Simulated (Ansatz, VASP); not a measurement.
## Be2Ru3 in VASP and in Ansatz

```
Be Ru
1.0
     4.03916    0.00000    0.00000
     0.00000    4.03916    0.00000
     0.00000    0.00000    4.03916
Be Ru
2 3
Direct
  0.00000 0.00000 0.00000
  0.50000 0.50000 0.50000
  0.00000 0.50000 0.50000
  0.50000 0.00000 0.50000
  0.50000 0.50000 0.00000
```

Alike in both runs: task relaxation of cell and atoms; functional PBE; k mesh 10 × 10 × 10; occupations gaussian, width 0.1 eV; no spin polarisation.

|  | VASP | Ansatz |
| --- | --- | --- |
| version | VASP 6.6.1 | Ansatz 0.2.0 |
| potentials or method | VASP PAW PBE potentials, release 64 (Be, Ru_pv) | scalar-relativistic, plane waves, PAW |
| plane-wave cutoff (eV) | 600 | 420 |
| valence electrons in the cell | 46 | 52 |

```tsv
	VASP	Ansatz	Ansatz less VASP
gap on the k mesh at the Fermi level, each at its own relaxed structure (eV)	none	none	-
relaxed volume (Å³/atom)	13.18	13.18	0.000
relaxed cell length with the largest relative difference (Å)	4.039	4.039	0.0000
```

A gap of «none» marks a metal or a gap that the smearing closes. The two sets of potentials don't hold the same shells in valence.

Caveats: the relaxation stopped at its first step, so nothing moved.
